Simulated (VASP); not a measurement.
Al3Sc (L1_2): the bulk modulus from VASP (plane waves, PAW) at several levels of theory. Static lattice, third-order Birch-Murnaghan fit over five volumes.

```
level   bulk modulus (GPa)
------  ------------------
LDA                   96.9
PBE                   85.4
PBEsol                91.3
TPSS                  91.6
SCAN                  93.3
r2SCAN                94.7
```

The cell of the LDA run:

Al$_{3}$Sc is modelled in the cubic space group Pm-3m (No. 221), the Cu3Au type structure, Pearson symbol cP4. Conventional cell: a = b = c = 4.034 Å, α = β = γ = 90.00°. Sc on 1a sees 12 Al at 2.853 Å and 6 Sc at 4.034 Å. Al on 3c sees 8 Al at 2.853 Å and 4 Sc at 2.853 Å (cuboctahedral). (Neighbours: up to the widest gap in distance over summed covalent radii, below 1.35, at either atom.)

Only levels that ran to the end are used. Left out are those held back, those with too coarse a band path, GW runs whose mesh misses a band edge, hybrids' fits of cells that aren't cubic and levels without matching references; a question may draw on a part of the rest.

The compound is Al3Sc in the L1_2 structure.
